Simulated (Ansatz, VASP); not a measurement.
## KAl2As2: VASP beside Ansatz

```xyz
5
Lattice="3.8144 0.0000 0.0000 -1.9072 3.3034 0.0000 0.0000 0.0000 8.5884" Properties=species:S:1:pos:R:3 pbc="T T T"
K     0.0000    2.2023    4.2942
Al    0.0000    2.2023    7.3167
Al    0.0000    2.2023    1.2717
As    0.0000    0.0000    6.2025
As    0.0000    0.0000    2.3860
```

Alike in both runs: task relaxation of cell and atoms; functional PBE; k mesh 6 × 6 × 2; occupations gaussian, width 0.1 eV; no spin polarisation.

```csv
,VASP,Ansatz
version,VASP 6.6.1,Ansatz 0.2.0
potentials or method,"VASP PAW PBE potentials, release 64 (K_sv, Al, As)","scalar-relativistic, plane waves, PAW"
plane-wave cutoff (eV),600,420
valence electrons in the cell,25,45
```

```csv
,VASP,Ansatz,Ansatz less VASP
"gap on the k mesh at the Fermi level, each at its own relaxed structure (eV)",none,none,-
relaxed volume (Å³/atom),27.26,27.23,-0.028
relaxed cell length with the largest relative difference (Å),9.680,9.674,-0.0068
energy change over the relaxation (meV/atom),-312,-306,+5.6
```

A gap of «none» marks a metal or a gap that the smearing closes. The two sets of potentials don't hold the same shells in valence.

Caveats: the k mesh is coarse (spacing up to 0.37 Å⁻¹), so the values aren't converged; the volume moved by over 15 % at a fixed basis, so the end points are rough (VASP).
